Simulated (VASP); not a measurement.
Consider the following.

```xyz
6
Lattice="1.6735 -2.8986 0.0000 1.6735 2.8986 0.0000 0.0000 0.0000 13.1763" Properties=species:S:1:pos:R:3 pbc="T T T"
W      1.6735     0.9662     3.2941
W      1.6735    -0.9662     9.8822
S      1.6735     0.9662    11.5029
S      1.6735    -0.9662     4.9148
S      1.6735    -0.9662     1.6733
S      1.6735     0.9662     8.2615
```

All values below come from vdW-DF2, VASP's PBE PAW potentials (set 64) (plane waves; VASP). Run with 520 eV cut-off, 8×8×2 Γ-centred mesh, Gaussian smearing of 0.050 eV, potentials W_sv S.

### Question
The ions and cell shape at fixed volume are relaxed. Predict the relaxed structure.

### Answer

```xyz
6
Lattice="1.6488 -2.8559 0.0000 1.6488 2.8559 0.0000 0.0000 0.0000 13.5734" Properties=species:S:1:pos:R:3 pbc="T T T"
W      1.6488     0.9520     3.3933
W      1.6488    -0.9520    10.1800
S      1.6488     0.9520    11.7685
S      1.6488    -0.9520     4.9818
S      1.6488    -0.9520     1.8049
S      1.6488     0.9520     8.5916
```
Space group P6_3/mmc (194), at a tolerance of 0.03 Å.

### Question
How much energy does the relaxation gain?

### Answer
The energy (σ→0) changes by -20.1 meV/atom, in 8 ionic steps.

The compound is WS2 in the 2H layered structure. This cell is one point of a volume scan, at 1.06 of the reference volume. Symmetry was kept, so distortions that lower it aren't found.
